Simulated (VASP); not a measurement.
VASP input:

**POSCAR**
```
NaH
1
    0.0000000000     2.4400000000     2.4400000000
    2.4400000000     0.0000000000     2.4400000000
    2.4400000000     2.4400000000     0.0000000000
Na H
1 1
Direct
  0.0000000000   0.0000000000   0.0000000000
  0.5000000000   0.5000000000   0.5000000000
```

KPOINTS:
```
Automatic mesh
0
Gamma
8 8 8
0 0 0
```

INCAR:
```
# general
SYSTEM  = NaH
PREC    = Accurate
ENCUT   = 520   # plane-wave cut-off (eV)
LREAL   = .FALSE.
LASPH   = .TRUE.   # aspherical one-centre terms

# electronic loop
EDIFF   = 1E-6   # SCF stop (eV)
NELM    = 100
ALGO    = Normal   # blocked Davidson
LMIXTAU = .TRUE.

# smearing
ISMEAR  = 0   # Gaussian
SIGMA   = 0.05

# functional
METAGGA = R2SCAN

# ions
IBRION  = 2
NSW     = 60   # most ionic steps
ISIF    = 3
EDIFFG  = -0.01   # ionic stop

# output
LWAVE   = .FALSE.
LCHARG  = .FALSE.
```

POTCAR, in this order: Na_pv H (PBE.64 set). Program: vasp_std.

Problem. Write an equivalent input for Ansatz.

Solution. One equivalent input (not run):
Ansatz 0.2 input:
```yaml
crystal:
  lattice:
    - [0.0000000, 2.4400000, 2.4400000]
    - [2.4400000, 0.0000000, 2.4400000]
    - [2.4400000, 2.4400000, 0.0000000]
  atoms:
    - { symbol: Na, position: [0.0000000, 0.0000000, 0.0000000] }
    - { symbol: H, position: [0.5000000, 0.5000000, 0.5000000] }
kpoints:
  mp_grid: { grid: [8, 8, 8] }
hamiltonian:
  xc: r2scan
  pseudopotentials: { kind: paw }
scf:
  occupations: { method: gaussian, width: 0.05 }
  max_iter: 100
relax:
  max_steps: 60
  f_tol: 0.01
  cell: {}
output: { forces: true, stress: true, eigenvalues: true }
```
What does not carry over: each code has its own PAW files, so the cut-off isn't converted (ENCUT is set for VASP's; basis.ecutwfc is left out, and Ansatz then takes the one that its files recommend); Ansatz stops its SCF on the density residual and VASP on the energy change (EDIFF).

The compound is NaH in the rock salt structure. This run relaxes it. Symmetry was kept, so distortions that lower it aren't found.
